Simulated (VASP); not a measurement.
# Sc2InSb3 (I-4m2) in VASP: relaxation of cell and atoms with PBE

Aim: the relaxation of cell and atoms of Sc2InSb3 with PBE.

Everything below comes from runs of VASP 6.6.1. Logs are shortened: lines on timing, memory, paths and dates and some standing lists are left out, and cuts for length are marked.

## (1) The crystal as given

The structure is tetragonal, space group I-4m2 (No. 119). Conventional cell: a = 5.450 Å, b = 5.450 Å, c = 10.842 Å, α = 90.00°, β = 90.00°, γ = 90.00°. Sc (site symmetry -4m2) is surrounded by 4 Sb at 2.73 Å. Sc (site symmetry -4m2) is surrounded by 2 Sb at 2.66 Å. In (site symmetry -4m2) is surrounded by 4 Sb at 2.73 Å. Sb (site symmetry 2mm) is surrounded by 3 Sc at 2.66 to 2.73 Å and 2 In at 2.73 Å and 1 Sb at 2.77 Å. Sb (site symmetry -4m2) is surrounded by 2 Sb at 2.77 Å.

The cell was built by a generator and needn't be a form met in nature.

## (2) Relaxation of cell and atoms, PBE

The input, INCAR:

```
PREC = Normal
ENCUT = 520
EDIFF = 1E-4
ISMEAR = 0
SIGMA = 0.15
LREAL = False
LASPH = True
NELM = 60
ALGO = Fast
ISIF = 3
LWAVE = False
LCHARG = False
GGA = PE
IBRION = 2
NSW = 24
EDIFFG = -0.08
```

The input, KPOINTS:

```
Automatic mesh
0
Gamma
  5 5 5
```

The input, POSCAR:

```
Sc2InSb3
1.0
   -2.7247933800      2.7247933800      5.4210638800
    2.7247933800     -2.7247933800      5.4210638800
    2.7247933800      2.7247933800     -5.4210638800
Sc In Sb
2 1 3
Direct
    0.2500000000      0.7500000000      0.5000000000
    0.0000000000      0.0000000000      0.0000000000
    0.7500000000      0.2500000000      0.5000000000
    0.7550918400      0.7550918400      0.0000000000
    0.2449081600      0.2449081600      0.0000000000
    0.5000000000      0.5000000000      0.0000000000
```

Potentials or basis: VASP PAW PBE potentials, release 64 (Sc_sv, In_d, Sb).

Run with:

```bash
cat potpaw_PBE.64/Sc_sv/POTCAR potpaw_PBE.64/In_d/POTCAR potpaw_PBE.64/Sb/POTCAR > POTCAR
mpirun -np 1 vasp_std > vasp.out
```

OUTCAR:

```text
PREC = Normal
   ENCUT = 520
   EDIFF = 1E-4
   ISMEAR = 0
   LREAL = False
   LASPH = True
   NELM = 60
   ISIF = 3
   GGA = PE
   IBRION = 2
   NSW = 24
   EDIFFG = -0.08

 ion  position               nearest neighbor table
   1  0.250  0.750  0.500-   4 2.73   5 2.73   4 2.73   5 2.73
   2  0.000  0.000  0.000-   4 2.66   5 2.66
   3  0.750  0.250  0.500-   4 2.73   5 2.73   4 2.73   5 2.73   6 3.84   6 3.84   6 3.84   6 3.84

   4  0.755  0.755  0.000-   2 2.66   1 2.73   3 2.73   3 2.73   1 2.73   6 2.77
   5  0.245  0.245  0.000-   2 2.66   1 2.73   3 2.73   1 2.73   3 2.73   6 2.77
   6  0.500  0.500  0.000-   4 2.77   5 2.77   3 3.84   3 3.84   3 3.84   3 3.84

  LATTYP: Found a body centered tetragonal cell.
 ALAT       =     5.4495867600
 C/A-ratio  =     1.9895320944

  Lattice vectors:

 A1 = (  -2.7247933800,   2.7247933800,   5.4210638800)
 A2 = (   2.7247933800,  -2.7247933800,   5.4210638800)
 A3 = (   2.7247933800,   2.7247933800,  -5.4210638800)

Analysis of symmetry for initial positions (statically):
=====================================================================
 Subroutine PRICEL returns:
 Original cell was already a primitive cell.

 Routine SETGRP: Setting up the symmetry group for a
 body centered tetragonal supercell.

 Subroutine GETGRP returns: Found  8 space group operations
 (whereof  8 operations were pure point group operations)
 out of a pool of 16 trial point group operations.

The static configuration has the point symmetry D_2d.

Analysis of symmetry for dynamics (positions and initial velocities):
=====================================================================
 Subroutine PRICEL returns:
 Original cell was already a primitive cell.

 Routine SETGRP: Setting up the symmetry group for a
 body centered tetragonal supercell.

 Subroutine GETGRP returns: Found  8 space group operations
 (whereof  8 operations were pure point group operations)
 out of a pool of 16 trial point group operations.

The dynamic configuration has the point symmetry D_2d.

 Subroutine INISYM returns: Found  8 space group operations
 (whereof  8 operations are pure point group operations),
 and found     1 'primitive' translations

----------------------------------------------------------------------------------------

                                     Primitive cell

  volume of cell :     160.9947

  direct lattice vectors                    reciprocal lattice vectors
[... 81 lines left out ...]
   ICHARG =      2    charge: 1-file 2-atom 10-const
   ISPIN  =      1    spin polarized calculation?
   LNONCOLLINEAR =      F non collinear calculations
   LSORBIT =      F    spin-orbit coupling
   LASPH  =      T    aspherical Exc in radial PAW
   ENCUT  =  520.0 eV  38.22 Ry    6.18 a.u.  12.37 12.37 12.37*2*pi/ulx,y,z
   NELM   =     60;   NELMIN=  2; NELMDL= -5     # of ELM steps
   EDIFF  = 0.1E-03   stopping-criterion for ELM
   LREAL  =      F    real-space projection
   EDIFFG = -.8E-01   stopping-criterion for IOM
   NSW    =     24    number of steps for IOM
   IBRION =      2    ionic relax: 0-MD 1-quasi-New 2-CG
   NFREE  =      1    steps in history (QN), initial steepest desc. (CG)
   ISIF   =      3    stress and relaxation
   ISYM   =      2    0-nonsym 1-usesym 2-fastsym
   POTIM  = 0.5000    time-step for ionic-motion
   TEBEG  =    0.0;   TEEND  =   0.0 temperature during run
   PSTRESS=    0.0 pullay stress
   NELECT =      50.0000    total number of electrons
   NUPDOWN=      -1.0000    fix difference up-down
   EMIN   =  10.00;   EMAX   =-10.00  energy-range for DOS
   EFERMI =   0.00;   METHOD = LEGACY
   ISMEAR =     0;   SIGMA  =   0.15  broadening in eV -4-tet -1-fermi 0-gaus
   EFERMI_NEDOS =   21; number of points for ismear=-14 and -15
   IALGO  =     68    algorithm
   IMIX   =      4    mixing-type and parameters
     AMIX     =   0.40;   BMIX     =  1.00
     AMIX_MAG =   1.60;   BMIX_MAG =  1.00
  volume/ion in A,a.u.               =      26.83       181.07
  Fermi-wavevector in a.u.,A,eV,Ry     =   1.108650  2.095044 16.722972  1.229104
  Thomas-Fermi vector in A             =   2.245179
   LORBIT       =      0    0 simple, 1 ext, 2 COOP (PROOUT), +10 PAW based schemes
   GGA     = PE    functional components
   LHFCALC =     F    Hartree Fock is set to
   AEXX    =    0.0000 exact exchange contribution
   IVDW    =     0    specifies the selected vdW correction
   LEPSILON=     F    determine dielectric tensor
   LRPA    =     F    only Hartree local field effects (RPA)
 conjugate gradient relaxation of ions
 non-spin polarized calculation
 RMM-DIIS sequential band-by-band and
 Gauss-broadening in eV      SIGMA  =   0.15
  energy-cutoff  :      520.00
  volume of cell :      160.99
 maximum number of plane-waves:      4352
   NGX = 25   NGY = 25   NGZ = 25

--------------------------------------- Ionic step        1  -------------------------------------------

 number of electron      49.9999974 magnetization

 Free energy of the ion-electron system (eV)
  ---------------------------------------------------
  ext. energy  EPLUGINS =         0.00000000
  ---------------------------------------------------
  free energy    TOTEN  =       -25.62667507 eV

  energy without entropy =      -25.55284792  energy(sigma->0) =      -25.58976150

 E-fermi :   6.8701     XC(G=0):  -9.7371

 val. band max:        6.8662568288   @ k =   0.2000   0.2000   0.0000
 cond. band min:       6.8837090308   @ k =   0.4000   0.4000   0.0000
 fundamental gap:      0.0174522020
 Fermi energy:         6.8700811814
[... 1233 lines left out ...]
     29      20.4941      0.00000
     30      20.4437      0.00000

------------------------ aborting loop EDIFF was not reached (unconverged)  ----------------------------

  FORCE on cell =-STRESS in cart. coord.  units (eV):
  Direction    XX          YY          ZZ          XY          YZ          ZX
  --------------------------------------------------------------------------------------
  -------------------------------------------------------------------------------------
  Total       -4.3051880     -4.3051880    -17.1845680      0.0000000      0.0000000      0.0000000
  in kB      -31.3391195    -31.3391195   -125.0930826      0.0000000      0.0000000      0.0000000
  external PRESSURE =     -62.5904405 kB  Pullay stress =       0.0000000 kB
[... 147 lines left out ...]
--------------------------------------- Ionic step        6  -------------------------------------------

 number of electron      49.9999962 magnetization

 Free energy of the ion-electron system (eV)
  ---------------------------------------------------
  ext. energy  EPLUGINS =         0.00000000
  ---------------------------------------------------
  free energy    TOTEN  =       -26.99038444 eV

  energy without entropy =      -26.91928498  energy(sigma->0) =      -26.95483471

 E-fermi :   4.9518     XC(G=0):  -8.8877

 val. band max:        4.9513981891   @ k =  -0.4000   0.2000   0.0000
 cond. band min:       4.9567349723   @ k =   0.2000   0.2000   0.0000
 fundamental gap:      0.0053367832
 Fermi energy:         4.9517599155
[... 625 lines left out ...]
  FREE ENERGIE OF THE ION-ELECTRON SYSTEM (eV)
  ---------------------------------------------------
  free  energy   TOTEN  =       -26.9903844399 eV

  energy  without entropy=      -26.9192849754  energy(sigma->0) =      -26.95483471

 reached required accuracy - stopping structural energy minimisation
```

Run time: 9.2 min. Hardware: 1 thread of Intel Xeon Platinum 8488C (Sapphire Rapids), shared host; peak memory 0.31 GiB.

Results:

```
Free energy                            : -26.9904 eV
Relaxed volume                         : 32.91 Å³/atom
Relaxed cell                           : a = 7.144 Å, b = 7.144 Å, c = 7.144 Å, α = 131.98°, β = 131.98°, γ = 70.25°
Space group after relaxing (to 0.05 Å) : I-4m2 (No. 119)
Energy gained by relaxing              : 227.3 meV/atom
Ionic steps                            : 6
Pressure after relaxing                : 0.0 GPa
Largest force after relaxing           : 0.066 eV/Å
Band gap on the k mesh                 : none (metal or under the smearing width)
```

Forces on the atoms (eV/Å):
```
Sc   0.000  0.000  0.000
Sc   0.000  0.000  0.000
In   0.000  0.000  0.000
Sb   0.000  0.000  0.066
Sb   0.000  0.000 -0.066
Sb   0.000  0.000  0.000
```

Stress tensor (GPa, compression positive):
```
-0.18  0.00  0.00
 0.00 -0.18  0.00
 0.00  0.00  0.27
```

Step by step:
| step | energy change (eV) | largest force (eV/Å) | pressure (GPa) | volume (Å³) |
| --- | --- | --- | --- | --- |
| 1 | 0.0000 | 1.0788 | 13.61 | 160.99 |
| 2 | 76.9841 | 2.1901 | -6.26 | 220.10 |
| 3 | -1.3251 | 0.5693 | -0.09 | 196.27 |
| 4 | -1.3492 | 0.3263 | 0.18 | 196.28 |
| 5 | -1.3548 | 0.1555 | 0.19 | 196.29 |
| 6 | -1.3637 | 0.0658 | -0.03 | 197.45 |

Final structure:
```xyz
6
Lattice="-2.9066 2.9066 5.8430 2.9066 -2.9066 5.8430 2.9066 2.9066 -5.8430" Properties=species:S:1:pos:R:3 pbc="T T T"
Sc    2.9066    0.0000    2.9215
Sc    2.9066    2.9066   -5.8430
In    0.0000    2.9066    2.9215
Sb    0.0000    0.0000    8.9200
Sb    0.0000    0.0000    2.7659
Sb    2.9066    2.9066    0.0000
```

Caveat: the volume moved by over 15 % at a fixed basis, so the end points are rough; the relaxation stopped at a loose force limit of 0.08 eV/Å, so its end isn't a converged minimum. The run has no spin-orbit coupling, so splittings on Sb are missing.
